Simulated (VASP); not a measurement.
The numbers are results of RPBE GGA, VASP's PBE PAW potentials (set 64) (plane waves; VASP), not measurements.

VASP ran on this input.

**INCAR**
```
ALGO  =  Normal
EDIFF  =  1E-7
ENCUT  =  520
GGA  =  RP
ISIF  =  2
ISMEAR  =  -5
LASPH  =  .TRUE.
LCHARG  =  .TRUE.
LEFG  =  .TRUE.
LORBIT  =  11
LREAL  =  .FALSE.
LWAVE  =  .FALSE.
NEDOS  =  601
NELM  =  100
PREC  =  Accurate
SYSTEM  =  KMgF3
```

File KPOINTS:
```
Regular mesh
0
gamma
  6 6 6
```

**POSCAR**
```
KMgF3
1
    4.1251990214    -0.0000000000    -0.0000000000
    0.0000000000     4.1251990214    -0.0000000000
   -0.0000000000     0.0000000000     4.1251990214
K Mg F
1 1 3
Direct
  0.0000000000   0.0000000000   0.0000000000
  0.5000000000   0.5000000000   0.5000000000
  0.5000000000   0.0000000000   0.5000000000
  0.0000000000   0.5000000000   0.5000000000
  0.5000000000   0.5000000000   0.0000000000
```

POTCAR, in this order: K_sv Mg F (PBE.64 set). Program: vasp_std.

Question: Predict the energy per atom (σ→0), band gap (on the k-mesh).

Answer: 
```json
{
  "energy per atom (σ→0)": "-4648 meV/atom",
  "band gap (on the k-mesh)": "6.87 eV"
}
```

OSZICAR:
```
...
DAV:   8    -0.232361350821E+02   -0.30572E-01   -0.10590E-01   920   0.348E+00    0.291E-01
DAV:   9    -0.232375218000E+02   -0.13867E-02   -0.12830E-02  1024   0.861E-01    0.134E-01
DAV:  10    -0.232385104872E+02   -0.98869E-03   -0.16654E-03  1044   0.352E-01    0.500E-02
DAV:  11    -0.232385546318E+02   -0.44145E-04   -0.14906E-04  1000   0.987E-02    0.297E-02
DAV:  12    -0.232385412576E+02    0.13374E-04   -0.98273E-05   912   0.698E-02    0.432E-03
DAV:  13    -0.232385418548E+02   -0.59721E-06   -0.38269E-06  1012   0.154E-02    0.124E-03
DAV:  14    -0.232385418356E+02    0.19245E-07   -0.60139E-07   920   0.639E-03
   1 F= -.23238542E+02 E0= -.23238542E+02  d E =0.000000E+00
```

The compound is KMgF3 in the cubic perovskite structure. It was relaxed first, which changed the volume by +11 %.
